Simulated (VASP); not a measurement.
Computed with G0W0 on PBE orbitals, VASP's PBE PAW potentials (set 64) (plane waves; VASP).

The input files of a VASP run:

INCAR:
```
SYSTEM = SiC
PREC = Normal
ENCUT = 500
ALGO = EVGW0
LREAL = .FALSE.
LASPH = .TRUE.
ISMEAR = 0
SIGMA = 0.01
GGA = PE
LWAVE = .FALSE.
LCHARG = .FALSE.
NELMGW = 1
NBANDS = 128
NOMEGA = 64
ENCUTGW = 150
NBANDSGW = 16
LSPECTRALGW = .TRUE.
```

**POSCAR**
```
SiC
1
    1.5400000000    -2.6673580000     0.0000000000
    1.5400000000     2.6673580000     0.0000000000
    0.0000000000     0.0000000000     5.0500000000
Si C
2 2
Direct
  0.6666670000   0.3333330000   0.5000000000
  0.3333330000   0.6666670000   0.0000000000
  0.6666670000   0.3333330000   0.8750000000
  0.3333330000   0.6666670000   0.3750000000
```

**KPOINTS**
```
Regular mesh
0
gamma
4 4 2
```

POTCAR, in this order: Si_GW C_GW_new (PBE.64 set). Program: vasp_std. Read from the step before: WAVECAR, WAVEDER.

Output of the run:

### OSZICAR
```
energies w=
    0.000    0.000    0.645    0.000    1.288    0.000    1.929    0.000
    2.565    0.000    3.196    0.000    3.821    0.000    4.438    0.000
    5.048    0.000    5.649    0.000    6.242    0.000    6.827    0.000
    7.404    0.000    7.973    0.000    8.535    0.000    9.091    0.000
    9.640    0.000   10.185    0.000   10.726    0.000   11.263    0.000
   11.799    0.000   12.333    0.000   12.868    0.000   13.405    0.000
   13.944    0.000   14.488    0.000   15.038    0.000   15.594    0.000
   16.161    0.000   16.737    0.000   17.327    0.000   17.932    0.000
   18.554    0.000   19.197    0.000   19.863    0.000   20.555    0.000
   21.277    0.000   22.034    0.000   22.829    0.000   23.670    0.000
   24.562    0.000   25.512    0.000   26.530    0.000   27.624    0.000
   28.810    0.000   30.099    0.000   31.512    0.000   33.069    0.000
   34.796    0.000   36.729    0.000   38.909    0.000   41.391    0.000
   44.245    0.000   47.566    0.000   51.482    0.000   56.171    0.000
   61.886    0.000   69.008    0.000   78.120    0.000   90.183    0.000
  106.885    0.000  131.500    0.000  171.308    0.000  246.448    0.000
NQ=   1    0.0000    0.0000    0.0000,
 performed         94000 updates of chi_q(r,r)
NQ=   2    0.2500    0.0000    0.0000,
 performed        261000 updates of chi_q(r,r)
NQ=   3    0.5000    0.0000    0.0000,
 performed        404000 updates of chi_q(r,r)
NQ=   4    0.2500    0.2500    0.0000,
 performed        596000 updates of chi_q(r,r)
NQ=   5    0.0000    0.0000    0.5000,
 performed        690000 updates of chi_q(r,r)
NQ=   6    0.2500    0.0000    0.5000,
 performed        857000 updates of chi_q(r,r)
NQ=   7    0.5000    0.0000    0.5000,
 performed       1000000 updates of chi_q(r,r)
NQ=   8    0.2500    0.2500    0.5000,
 performed       1192000 updates of chi_q(r,r)
 resolving degeneracies of screened two electron integrals
```

OUTCAR:
```


 k-point   1 :       0.0000    0.0000    0.0000
  band No.  KS-energies  QP-energies   sigma(KS)   V_xc(KS)     V^pw_x(r,r')   Z            occupation Imag(sigma)

      1      -6.8438      -7.8639     -14.1413     -12.7318     -21.6844       0.7237       2.0000       1.3594
      2      -3.2679      -4.1386     -14.9638     -13.7642     -21.6746       0.7257       2.0000       0.8798
      3       0.0041      -0.8485     -13.2078     -12.0416     -17.9001       0.7311       2.0000       0.3624
      4       7.4025       6.7775     -15.1638     -14.3633     -17.6186       0.7808       2.0000       0.0685
      5       7.4025       6.7775     -15.1638     -14.3633     -17.6186       0.7808       2.0000       0.0685
      6       8.5863       8.1078     -15.4098     -14.8010     -17.4165       0.7859       2.0000       0.0577
      7       8.7317       8.2410     -15.5109     -14.8869     -17.6112       0.7862       2.0000       0.0590
      8       8.7317       8.2410     -15.5109     -14.8869     -17.6112       0.7862       2.0000       0.0590
      9      13.4617      14.0187     -11.4697     -12.1698      -6.7381       0.7956       0.0000      -0.0762
     10      14.9062      15.4660     -12.0697     -12.7881      -6.9352       0.7793       0.0000      -0.0931
     11      15.3255      15.8868     -10.5860     -11.2937      -5.5961       0.7932       0.0000      -0.0916
     12      15.3255      15.8868     -10.5860     -11.2937      -5.5961       0.7932       0.0000      -0.0916
     13      16.4196      17.0587     -11.0960     -11.9113      -5.7927       0.7839       0.0000      -0.1019
     14      17.6303      18.3102     -10.8734     -11.7441      -5.3492       0.7809       0.0000      -0.1275
     15      17.6303      18.3102     -10.8734     -11.7441      -5.3492       0.7809       0.0000      -0.1275
     16      20.0195      20.6861     -12.1369     -13.0304      -5.5527       0.7460       0.0000      -0.2761

 k-point   2 :       0.2500    0.0000    0.0000
  band No.  KS-energies  QP-energies   sigma(KS)   V_xc(KS)     V^pw_x(r,r')   Z            occupation Imag(sigma)

      1      -5.7823      -6.7378     -14.2088     -12.8954     -21.4931       0.7275       2.0000       1.2170
      2      -2.4086      -3.2687     -15.2163     -14.0346     -21.6823       0.7278       2.0000       0.7547
      3       0.9244       0.0823     -13.4415     -12.3028     -17.7826       0.7396       2.0000       0.2927
      4       3.6048       2.8066     -13.9228     -12.8640     -17.2714       0.7539       2.0000       0.1340
      5       5.7660       5.0686     -14.9885     -14.0812     -17.8655       0.7686       2.0000       0.0894
      6       6.1947       5.4833     -14.6990     -13.7807     -17.4177       0.7747       2.0000       0.0800
      7       7.6760       7.1212     -14.9471     -14.2394     -17.0906       0.7840       2.0000       0.0623
      8       8.1274       7.5752     -15.3550     -14.6508     -17.6102       0.7843       2.0000       0.0630
      9      12.7250      13.1372     -10.3932     -10.9052      -5.8561       0.8051       0.0000      -0.0712
     10      14.5311      15.0076     -10.4921     -11.0920      -5.5589       0.7943       0.0000      -0.0880
     11      15.9431      16.6155     -11.9280     -12.7913      -6.6723       0.7789       0.0000      -0.0993
     12      16.2959      16.8907     -10.6296     -11.3864      -5.3702       0.7860       0.0000      -0.1094
     13      16.7524      17.4111     -11.3470     -12.1906      -6.0258       0.7808       0.0000      -0.1137
     14      17.9739      18.5661     -11.1432     -11.9015      -5.6751       0.7810       0.0000      -0.1361
     15      18.7540      19.3553     -11.2425     -12.0212      -5.4051       0.7722       0.0000      -0.1742
     16      19.4846      20.0977     -10.7886     -11.5778      -4.9029       0.7769       0.0000      -0.2058

 k-point   3 :       0.5000    0.0000    0.0000
  band No.  KS-energies  QP-energies   sigma(KS)   V_xc(KS)     V^pw_x(r,r')   Z            occupation Imag(sigma)

      1      -3.5307      -4.4153     -14.7980     -13.5976     -21.5235       0.7369       2.0000       0.9152
      2      -2.0625      -2.9080     -14.9823     -13.8103     -21.2405       0.7214       2.0000       0.6770
      3       0.9566       0.1169     -14.0493     -12.9097     -18.5795       0.7367       2.0000       0.2997
      4       2.4379       1.6062     -14.2177     -13.0989     -18.1753       0.7434       2.0000       0.1946
      5       3.2663       2.4690     -13.8031     -12.7369     -17.2708       0.7478       2.0000       0.1453
      6       5.3965       4.6316     -14.5371     -13.5423     -17.4983       0.7689       2.0000       0.0913
      7       5.4092       4.7119     -13.6608     -12.7630     -16.1179       0.7766       2.0000       0.0827
      8       7.5372       6.9299     -15.2045     -14.4270     -17.6291       0.7811       2.0000       0.0679
      9      11.4577      11.8032     -10.1510     -10.5773      -5.8255       0.8105       0.0000      -0.0646
     10      12.9165      13.3415     -11.1544     -11.6863      -6.7729       0.7990       0.0000      -0.0699
     11      15.5546      16.1502     -11.3280     -12.0802      -6.3606       0.7917       0.0000      -0.0877
     12      15.7794      16.3275     -10.3903     -11.0813      -5.3076       0.7932       0.0000      -0.0977
     13      18.7542      19.4096     -11.0016     -11.8514      -5.1063       0.7713       0.0000      -0.1700
     14      18.8831      19.6380     -11.9715     -12.9570      -6.0470       0.7661       0.0000      -0.1752
     15      19.0340      19.7718     -12.0495     -13.0178      -5.9513       0.7620       0.0000      -0.1971
     16      21.2082      21.7344     -10.9078     -11.5962      -4.4640       0.7644       0.0000      -0.2917

 k-point   4 :       0.2500    0.2500    0.0000
  band No.  KS-energies  QP-energies   sigma(KS)   V_xc(KS)     V^pw_x(r,r')   Z            occupation Imag(sigma)

      1      -3.8590      -4.7564     -14.5651     -13.3468     -21.3269       0.7366       2.0000       0.9379
      2      -1.5955      -2.4350     -15.6286     -14.4799     -21.9353       0.7307       2.0000       0.6592
      3       1.5386       0.7114     -13.8399     -12.7208     -17.9881       0.7391       2.0000       0.2443
      4       2.7098       1.8729     -13.7493     -12.6313     -17.4207       0.7485       2.0000       0.1715
      5       3.2881       2.4820     -13.5640     -12.4930     -16.9196       0.7526       2.0000       0.1410
      6       3.9913       3.2192     -14.4750     -13.4521     -17.8362       0.7548       2.0000       0.1276
      7       5.8010       5.0793     -14.3942     -13.4613     -17.1184       0.7737       2.0000       0.0852
      8       6.0253       5.3498     -14.3512     -13.4807     -16.8798       0.7759       2.0000       0.0784
      9      11.8297      12.1294      -9.8864     -10.2567      -5.5535       0.8093       0.0000      -0.0660
     10      15.5328      16.0519     -11.1507     -11.8099      -6.1484       0.7874       0.0000      -0.0983
     11      16.4608      17.1163     -11.3971     -12.2344      -6.1547       0.7828       0.0000      -0.1073
     12      16.7645      17.4450     -11.4928     -12.3666      -6.1084       0.7788       0.0000      -0.1179
     13      17.8848      18.6341     -12.3329     -13.3102      -6.6347       0.7667       0.0000      -0.1404
     14      18.7305      19.4883     -11.8858     -12.8717      -5.9766       0.7686       0.0000      -0.1781
     15      19.3381      20.0070     -11.5031     -12.3714      -5.6005       0.7704       0.0000      -0.1830
     16      20.4804      21.2200     -11.2863     -12.2450      -5.1967       0.7715       0.0000      -0.2305

 k-point   5 :       0.0000    0.0000    0.5000
  band No.  KS-energies  QP-energies   sigma(KS)   V_xc(KS)     V^pw_x(r,r')   Z            occupation Imag(sigma)

      1      -5.6480      -6.5998     -14.2190     -12.9120     -21.4688       0.7283       2.0000       1.1945
      2      -5.6480      -6.5998     -14.2190     -12.9120     -21.4688       0.7283       2.0000       1.1945
      3       4.2684       3.5077     -14.3643     -13.3555     -17.6442       0.7541       2.0000       0.1190
      4       4.2684       3.5077     -14.3643     -13.3555     -17.6442       0.7541       2.0000       0.1190
      5       8.0122       7.4451     -15.3076     -14.5838     -17.5943       0.7835       2.0000       0.0638
      6       8.0122       7.4451     -15.3076     -14.5838     -17.5943       0.7835       2.0000       0.0638
      7       8.0122       7.4451     -15.3076     -14.5838     -17.5943       0.7835       2.0000       0.0638
      8       8.0122       7.4451     -15.3076     -14.5838     -17.5943       0.7835       2.0000       0.0638
      9      14.5569      15.1387     -11.3390     -12.0740      -6.3934       0.7915       0.0000      -0.0843
     10      14.5569      15.1387     -11.3390     -12.0740      -6.3934       0.7915       0.0000      -0.0843
     11      16.0151      16.6044     -10.5592     -11.3039      -5.4261       0.7913       0.0000      -0.0996
     12      16.0151      16.6044     -10.5592     -11.3039      -5.4261       0.7913       0.0000      -0.0996
     13      16.0151      16.6044     -10.5592     -11.3039      -5.4261       0.7913       0.0000      -0.0996
     14      16.0151      16.6044     -10.5592     -11.3039      -5.4261       0.7913       0.0000      -0.0996
     15      17.7946      18.4273     -12.1169     -12.9488      -6.2532       0.7605       0.0000      -0.1643
     16      17.7946      18.4273     -12.1169     -12.9488      -6.2532       0.7605       0.0000      -0.1643

 k-point   6 :       0.2500    0.0000    0.5000
  band No.  KS-energies  QP-energies   sigma(KS)   V_xc(KS)     V^pw_x(r,r')   Z            occupation Imag(sigma)

      1      -4.6236      -5.5306     -14.3585     -13.1068     -21.3241       0.7246       2.0000       1.0364
      2      -4.6236      -5.5306     -14.3585     -13.1068     -21.3241       0.7246       2.0000       1.0364
      3       3.6532       2.8781     -14.6062     -13.5719     -18.1977       0.7494       2.0000       0.1444
      4       3.6532       2.8781     -14.6062     -13.5719     -18.1977       0.7494       2.0000       0.1444
      5       5.7652       5.0579     -14.2667     -13.3526     -16.9224       0.7737       2.0000       0.0829
...
```
(Selected blocks of OUTCAR.)

The mesh is coarse and the basis finite, so the quasiparticle values are not converged.

The compound is SiC in the wurtzite structure, the rare 2H polytype. The cell was not relaxed at this level. The k-mesh is coarse (spacing up to 0.62 per Å, 2π included), so the numbers may not be converged in it.
